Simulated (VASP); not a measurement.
HfZrSe3:

```xyz
5
Lattice="4.6138 0.0000 0.0000 0.0000 4.6138 0.0000 0.0000 0.0000 4.6138" Properties=species:S:1:pos:R:3 pbc="T T T"
Zr    2.3069    2.3069    2.3069
Hf    0.0000    0.0000    0.0000
Se    2.3069    2.3069    0.0000
Se    0.0000    2.3069    2.3069
Se    2.3069    0.0000    2.3069
```

The cell was built by a generator and needn't be a form met in nature.

| Item | Value |
| --- | --- |
| Program | VASP 6.6.1 |
| Task | relaxation of cell and atoms |
| Functional | PBE |
| Potentials or basis | VASP PAW PBE potentials, release 64 (Zr_sv, Hf_pv, Se) |
| Cutoff | 520 eV |
| k mesh | 3 × 3 × 3 |
| Occupations | gaussian, width 0.15 eV |
| Spin | no spin polarisation |

At the start: pressure 41.1 GPa; volume 19.64 Å³/atom.

**Question.** How do energy, volume and symmetry change on relaxing?

**Answer.** Over 4 steps the energy falls by 682.9 meV/atom and the volume is 26.75 Å³/atom (+36.2 %); space group Pm-3m (No. 221, to 0.05 Å).

The path:
```tsv
step	energy change (eV)	largest force (eV/Å)	pressure (GPa)	volume (Å³)
1	0.0000	0.0000	41.08	98.21
2	-0.8080	0.0000	-10.85	188.59
3	-3.4071	0.0000	-1.14	135.24
4	-3.4144	0.0000	-0.45	133.73
```

Final structure:
```
CELL_PARAMETERS angstrom
5.11379 0.00000 0.00000
0.00000 5.11379 0.00000
0.00000 0.00000 5.11379
ATOMIC_POSITIONS crystal
Zr 0.50000 0.50000 0.50000
Hf 0.00000 0.00000 0.00000
Se 0.50000 0.50000 0.00000
Se 0.00000 0.50000 0.50000
Se 0.50000 0.00000 0.50000
```

Caveat: the k mesh is coarse (spacing up to 0.45 Å⁻¹), so the values aren't converged; the volume moved by over 15 % at a fixed basis, so the end points are rough.
